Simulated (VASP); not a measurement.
An input for Quantum ESPRESSO's pw.x (written as the equivalent of a VASP run, and not itself run):

```
&CONTROL
  calculation = 'scf'
  pseudo_dir = './pseudo'
  outdir = './out'
  tprnfor = .true.
  tstress = .true.
/
&SYSTEM
  ibrav = 0
  nat = 4
  ntyp = 2
  ecutwfc = 92
  occupations = 'tetrahedra'
  input_dft = 'vdw-df-cx'
/
&ELECTRONS
  conv_thr = 7.3e-09
  electron_maxstep = 100
/
ATOMIC_SPECIES
  Cu 63.546 Cu.upf
  Au 196.967 Au.upf
CELL_PARAMETERS angstrom
     3.7311412    0.0000000   -0.0000000
     0.0000000    3.7311412    0.0000000
     0.0000000    0.0000000    3.7311412
ATOMIC_POSITIONS crystal
  Cu   0.0000000  0.5000000  0.5000000
  Cu   0.5000000  0.0000000  0.5000000
  Cu   0.5000000  0.5000000  0.0000000
  Au   0.0000000  0.0000000  0.0000000
K_POINTS automatic
  9 9 9 0 0 0
```

Translate this input to VASP (INCAR, KPOINTS, POSCAR, choice of POTCAR).

One answer among several that fit: 
**POSCAR**
```
Cu3Au
1
    3.7311411608     0.0000000000    -0.0000000000
    0.0000000000     3.7311411608     0.0000000000
    0.0000000000     0.0000000000     3.7311411608
Cu Au
3 1
Direct
  0.0000000000   0.5000000000   0.5000000000
  0.5000000000   0.0000000000   0.5000000000
  0.5000000000   0.5000000000   0.0000000000
  0.0000000000   0.0000000000   0.0000000000
```

KPOINTS:
```
Automatic mesh
0
Gamma
9 9 9
0 0 0
```

INCAR:
```
AGGAC  =  0.0
ALGO  =  Normal
EDIFF  =  1E-7
ENCUT  =  520
GGA  =  CX
ISIF  =  2
ISMEAR  =  -5
LASPH  =  .True.
LCHARG  =  .True.
LMAXMIX  =  6
LORBIT  =  11
LREAL  =  .False.
LUSE_VDW  =  .True.
LWAVE  =  .False.
NEDOS  =  601
NELM  =  100
PREC  =  Accurate
SYSTEM  =  Cu3Au
```

POTCAR, in this order: Cu Au (PBE.64 set). Program: vasp_std.

Limits of the translation: the potentials are each code's own (VASP's PAW set, PseudoDojo norm-conserving files in pw.x), so ENCUT and ecutwfc are chosen apart and not converted; conv_thr bounds pw.x's estimated SCF error, while EDIFF bounds the energy change between steps.

The compound is Cu3Au in the L1_2 structure. It was relaxed first.
